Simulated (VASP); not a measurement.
Sc2Ag6Ru, 9 atoms in the cell. The cell holds a amorphous, 9 atoms: a = 5.510 Å, b = 5.619 Å, c = 6.071 Å, α = 101.80°, β = 91.59°, γ = 92.65°. The cell was built by a generator and needn't be a form met in nature.

- Program: VASP 6.6.1
- Task: single point
- Functional: PBE
- Potentials or basis: VASP PAW PBE potentials, release 64 (Ru_pv, Sc_sv, Ag)
- Cutoff: 520 eV
- k mesh: 3 × 3 × 3
- Occupations: gaussian, width 0.1 eV
- Spin: no spin polarisation
- Dipole correction: no
- Further INCAR settings: ALGO = Fast; EDIFF = 1e-07; NBANDS = 61

Potentials or basis: VASP PAW PBE potentials, release 64 (Ru_pv, Sc_sv, Ag).

Command:

```console
$ cat potpaw_PBE.64/Ru_pv/POTCAR potpaw_PBE.64/Sc_sv/POTCAR potpaw_PBE.64/Ag/POTCAR > POTCAR
$ mpirun -np 1 vasp_std > vasp.out
```

Hardware: 1 thread of Intel(R) Xeon(R) Platinum 8488C (Sapphire Rapids) (shared host).

Task: How long does it take, and how much memory?

Result: It took 5.7 min on 1 thread of Intel(R) Xeon(R) Platinum 8488C (Sapphire Rapids) (shared host), peak memory 0.36 GiB. Counts: scf iterations 25, k points 14.
